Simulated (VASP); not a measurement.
Output of a VASP run:

File OUTCAR:
```
 ion  position               nearest neighbor table
   1  0.667  0.333  0.498-   4 1.82   4 1.82   4 1.82   3 1.83   2 2.94   2 2.94   2 2.94   2 2.94
                             2 2.94   2 2.94
   2  0.333  0.667  0.998-   3 1.82   3 1.82   3 1.82   4 1.83   1 2.94   1 2.94   1 2.94   1 2.94
                             1 2.94   1 2.94
   3  0.667  0.333  0.884-   2 1.82   2 1.82   2 1.82   1 1.83
   4  0.333  0.667  0.384-   1 1.82   1 1.82   1 1.82   2 1.83
  LATTYP: Found a hexagonal cell.
 ALAT       =     3.0054505719
 C/A-ratio  =     1.5798061472
 Subroutine PRICEL returns:
 Original cell was already a primitive cell.
 Subroutine GETGRP returns: Found 12 space group operations
The static configuration has the point symmetry C_3v.
 The point group associated with its full space group is C_6v.
The dynamic configuration has the point symmetry C_3v.
 Subroutine INISYM returns: Found 12 space group operations
 Subroutine IBZKPT returns following result:
 Found     30 irreducible k-points:

 Following reciprocal coordinates:
            Coordinates               Weight
  0.000000  0.000000  0.000000      1.000000
  0.125000  0.000000  0.000000      6.000000
  0.250000  0.000000  0.000000      6.000000
  0.375000  0.000000  0.000000      6.000000
  0.500000  0.000000  0.000000      3.000000
  0.125000  0.125000  0.000000      6.000000
  0.250000  0.125000  0.000000     12.000000
  0.375000  0.125000  0.000000     12.000000
  0.250000  0.250000  0.000000      6.000000
  0.375000  0.250000  0.000000      6.000000
  0.000000  0.000000  0.200000      2.000000
  0.125000  0.000000  0.200000     12.000000
  0.250000  0.000000  0.200000     12.000000
  0.375000  0.000000  0.200000     12.000000
  0.500000  0.000000  0.200000      6.000000
  0.125000  0.125000  0.200000     12.000000
  0.250000  0.125000  0.200000     24.000000
  0.375000  0.125000  0.200000     24.000000
  0.250000  0.250000  0.200000     12.000000
  0.375000  0.250000  0.200000     12.000000
  0.000000  0.000000  0.400000      2.000000
  0.125000  0.000000  0.400000     12.000000
  0.250000  0.000000  0.400000     12.000000
  0.375000  0.000000  0.400000     12.000000
  0.500000  0.000000  0.400000      6.000000
  0.125000  0.125000  0.400000     12.000000
  0.250000  0.125000  0.400000     24.000000
  0.375000  0.125000  0.400000     24.000000
  0.250000  0.250000  0.400000     12.000000
  0.375000  0.250000  0.400000     12.000000
   k-points           NKPTS =     30   k-points in BZ     NKDIM =     30   number of bands    NBANDS=     12
   number of dos      NEDOS =    301   number of ions     NIONS =      4
   total plane-waves  NPLWV =  23040
   dimension x,y,z NGX =    24 NGY =   24 NGZ =   40
   dimension x,y,z NGXF=    48 NGYF=   48 NGZF=   80
   ions per type =               2   2
   PREC   = accura    normal or accurate (medium, high low for compatibility)
   ISTART =      0    job   : 0-new  1-cont  2-samecut
   ICHARG =      2    charge: 1-file 2-atom 10-const
   ISPIN  =      1    spin polarized calculation?
   LNONCOLLINEAR =      F non collinear calculations
   LSORBIT =      F    spin-orbit coupling
   INIWAV =      1    electr: 0-lowe 1-rand  2-diag
   ENCUT  =  620.0 eV  45.57 Ry    6.75 a.u.   6.10  6.10  9.64*2*pi/ulx,y,z
   NELM   =    100;   NELMIN=  2; NELMDL= -5     # of ELM steps
   EDIFF  = 0.1E-05   stopping-criterion for ELM
   LREAL  =      F    real-space projection
   NLSPLINE    = F    spline interpolate recip. space projectors
   LMAXMIX     =    2 max onsite mixed and CHGCAR
   VOSKOWN=      0    Vosko Wilk Nusair interpolation
   EDIFFG = -.2E-01   stopping-criterion for IOM
   NSW    =     40    number of steps for IOM
   NBLOCK =      1;   KBLOCK =     40    inner block; outer block
   IBRION =      2    ionic relax: 0-MD 1-quasi-New 2-CG
   NFREE  =      1    steps in history (QN), initial steepest desc. (CG)
   ISIF   =      3    stress and relaxation
   ISYM   =      2    0-nonsym 1-usesym 2-fastsym
   TEIN   =    0.0    initial temperature
...
```

### OSZICAR
```
...
DAV:   4    -0.305505723066E+02    0.15245E-02   -0.24519E-03   852   0.471E-01    0.173E-01
DAV:   5    -0.305500909029E+02    0.48140E-03   -0.37347E-04   788   0.182E-01    0.696E-02
DAV:   6    -0.305500748870E+02    0.16016E-04   -0.96187E-05   908   0.968E-02    0.158E-02
DAV:   7    -0.305500739476E+02    0.93947E-06   -0.49644E-06   792   0.204E-02
   3 F= -.20558296E+02 E0= -.20558296E+02  d E =-.779771E-01
       N       E                     dE             d eps       ncg     rms          rms(c)
DAV:   1    -0.305394257876E+02    0.10649E-01   -0.10500E-03   788   0.325E-01    0.439E-02
DAV:   2    -0.305393835652E+02    0.42222E-04   -0.12181E-04   804   0.953E-02    0.115E-02
DAV:   3    -0.305393831081E+02    0.45708E-06   -0.96900E-06   892   0.299E-02
   4 F= -.20558357E+02 E0= -.20558357E+02  d E =-.780385E-01
       N       E                     dE             d eps       ncg     rms          rms(c)
DAV:   1    -0.305305122378E+02    0.88713E-02   -0.72287E-04   784   0.269E-01    0.391E-02
DAV:   2    -0.305304805122E+02    0.31726E-04   -0.90603E-05   800   0.819E-02    0.109E-02
DAV:   3    -0.305304800497E+02    0.46244E-06   -0.71935E-06   884   0.257E-02
   5 F= -.20558337E+02 E0= -.20558337E+02  d E =-.780186E-01
       N       E                     dE             d eps       ncg     rms          rms(c)
DAV:   1    -0.305288276030E+02    0.16529E-02   -0.35508E-02   720   0.182E+00    0.953E-02
DAV:   2    -0.305286350234E+02    0.19258E-03   -0.30797E-04   888   0.179E-01    0.531E-02
DAV:   3    -0.305285355698E+02    0.99454E-04   -0.14833E-04   868   0.109E-01    0.443E-03
DAV:   4    -0.305285360848E+02   -0.51508E-06   -0.82347E-06   816   0.301E-02
   6 F= -.20558968E+02 E0= -.20558968E+02  d E =-.630701E-03
       N       E                     dE             d eps       ncg     rms          rms(c)
DAV:   1    -0.305249804189E+02    0.35552E-02   -0.13276E-01   720   0.352E+00    0.184E-01
DAV:   2    -0.305242639770E+02    0.71644E-03   -0.11586E-03   896   0.347E-01    0.102E-01
DAV:   3    -0.305238930975E+02    0.37088E-03   -0.54791E-04   868   0.211E-01    0.807E-03
DAV:   4    -0.305238950634E+02   -0.19659E-05   -0.30421E-05   824   0.575E-02    0.523E-03
DAV:   5    -0.305238950002E+02    0.63182E-07   -0.50106E-07   476   0.773E-03
   7 F= -.20559457E+02 E0= -.20559457E+02  d E =-.112007E-02
       N       E                     dE             d eps       ncg     rms          rms(c)
DAV:   1    -0.305289768611E+02   -0.50818E-02   -0.25861E-02   724   0.151E+00    0.291E-02
DAV:   2    -0.305289854812E+02   -0.86201E-05   -0.33234E-04   844   0.173E-01    0.192E-02
DAV:   3    -0.305289748034E+02    0.10678E-04   -0.15390E-05   880   0.405E-02    0.710E-03
DAV:   4    -0.305289738252E+02    0.97813E-06   -0.42470E-06   708   0.194E-02
   8 F= -.20559793E+02 E0= -.20559793E+02  d E =-.335639E-03
       N       E                     dE             d eps       ncg     rms          rms(c)
DAV:   1    -0.305321764420E+02   -0.32016E-02   -0.11290E-02   720   0.998E-01    0.193E-02
DAV:   2    -0.305321802601E+02   -0.38181E-05   -0.14294E-04   860   0.113E-01    0.125E-02
DAV:   3    -0.305321756606E+02    0.45996E-05   -0.64471E-06   872   0.262E-02    0.462E-03
DAV:   4    -0.305321751783E+02    0.48226E-06   -0.16639E-06   500   0.126E-02
   9 F= -.20559858E+02 E0= -.20559858E+02  d E =-.401104E-03
```

**OUTCAR**
```
------------------------ aborting loop because EDIFF is reached ----------------------------------------
  FORCE on cell =-STRESS in cart. coord.  units (eV):
  Direction    XX          YY          ZZ          XY          YZ          ZX
  --------------------------------------------------------------------------------------
  Total        9.9661003      9.9661001      9.9308699      0.0000000      0.0000000      0.0000000
  in kB      449.7194773    449.7194678    448.1297086      0.0000000      0.0000000      0.0000000
  external PRESSURE =      -0.8104488 kB  Pullay stress =     450.0000000 kB
  volume of cell :       35.51
      direct lattice vectors                 reciprocal lattice vectors
     1.485217755 -2.572472585  0.000000000     0.336650971 -0.194365531 -0.000000000
     1.485217755  2.572472585 -0.000000000     0.336650971  0.194365531  0.000000000
     0.000000000 -0.000000000  4.646471269     0.000000000  0.000000000  0.215217085
  FREE ENERGIE OF THE ION-ELECTRON SYSTEM (eV)
  ---------------------------------------------------
  free  energy   TOTEN  =       -30.5321751783 eV

  energy  without entropy=      -30.5321751783  energy(sigma->0) =      -30.53217518
  enthalpy is  TOTEN    =       -20.5598582871 eV   P V=        9.9723168912

 reached required accuracy - stopping structural energy minimisation
```
(Selected blocks of OUTCAR.)

**POSCAR**
```
AlN
1
    1.5027252917    -2.6027965418     0.0000000000
    1.5027252917     2.6027965418     0.0000000000
    0.0000000000     0.0000000000     4.7480292886
Al N
2 2
Direct
  0.6666670000   0.3333330000   0.4979813591
  0.3333330000   0.6666670000   0.9979813591
  0.6666670000   0.3333330000   0.8840186409
  0.3333330000   0.6666670000   0.3840186409
```

### Question
Reconstruct the remaining input files.

### Answer
This is not unique; one that fits is the input of the run itself, PBEsol GGA, plane waves, VASP's PBE PAW potentials (set 64).

**KPOINTS**
```
Automatic mesh
0
Gamma
8 8 5
0 0 0
```

**INCAR**
```
SYSTEM  =  AlN
PREC  =  Accurate; ENCUT  =  620; LREAL  =  .False.
LASPH  =  .True.
EDIFF  =  1E-6; NELM  =  100; ALGO  =  Normal
ISMEAR  =  0; SIGMA  =  0.05
GGA  =  PS
IBRION  =  2; NSW  =  40; ISIF  =  3
EDIFFG  =  -0.02; PSTRESS  =  450
LWAVE  =  .False.; LCHARG  =  .False.
```

POTCAR, in this order: Al N (PBE.64 set). Program: vasp_std.

Energy and stress use the plane-wave basis of the starting cell.

The compound is AlN in the wurtzite structure. This run relaxes it under an external pressure of 45 GPa. Symmetry was kept, so distortions that lower it aren't found.
